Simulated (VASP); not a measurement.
A run of VASP 6.6.1:

The input INCAR:

```
ALGO = Fast
EDIFF = 1E-7
EDIFFG = -0.01
ENCUT = 600
GGA = PE
IBRION = 2
ISIF = 2
ISMEAR = 1
LASPH = True
LCHARG = False
LREAL = False
LWAVE = False
NELM = 80
NSW = 40
PREC = Accurate
SIGMA = 0.1
```

The input KPOINTS:

```
k-points
0
Gamma
  16 16 16
```

POSCAR

```
Al                                      
1.0
    0.0000000000      1.9784126934      1.9784126934
    1.9784126934      0.0000000000      1.9784126934
    1.9784126934      1.9784126934      0.0000000000
  Al            
     1
Direct
     0.0000000000000000    0.0000000000000000    0.0000000000000000
```

Potentials or basis: VASP PAW PBE potentials, release 64 (Al).

The run is started by

```bash
$ cat potpaw_PBE.64/Al/POTCAR > POTCAR
$ mpirun -np 1 vasp_std > vasp.out
```

Hardware: 1 thread of Intel(R) Xeon(R) 6975P-C (Granite Rapids), on a shared host.

Question: Estimate the wall time of this run.

Answer: It took 4.5 s on 1 thread of Intel(R) Xeon(R) 6975P-C (Granite Rapids) (shared host), peak memory 0.13 GiB. Counts: scf iterations 13, k points 145, ion steps 1.
